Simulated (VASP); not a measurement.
Given:

```xyz
3
Lattice="1.5440 -2.6742 0.0000 1.5440 2.6742 0.0000 0.0000 0.0000 5.4812" Properties=species:S:1:pos:R:3 pbc="T T T"
Se     2.0590    -1.7822     3.6542
Se     2.0579     0.0000     0.0000
Se     2.0590     1.7822     1.8271
```

All values below come from LDA (Ceperley-Alder, Perdew-Zunger), VASP's LDA PAW potentials (set 64) (plane waves; VASP). Settings: 500 eV cut-off, 11×11×6 Γ-centred mesh, first-order Methfessel-Paxton smearing of 0.10 eV, potentials Se.

Predict the energy per atom (σ→0), pressure, band gap (on the k-mesh) with the smallest direct gap where there is one.

```json
{
  "band gap (on the k-mesh)": "none (metal, semimetal or under 0.01 eV)",
  "energy per atom (σ→0)": "-3.384 eV/atom",
  "pressure": "45.00 GPa"
}
```

The compound is Se in the trig structure. It was relaxed first under an external pressure of 45 GPa.
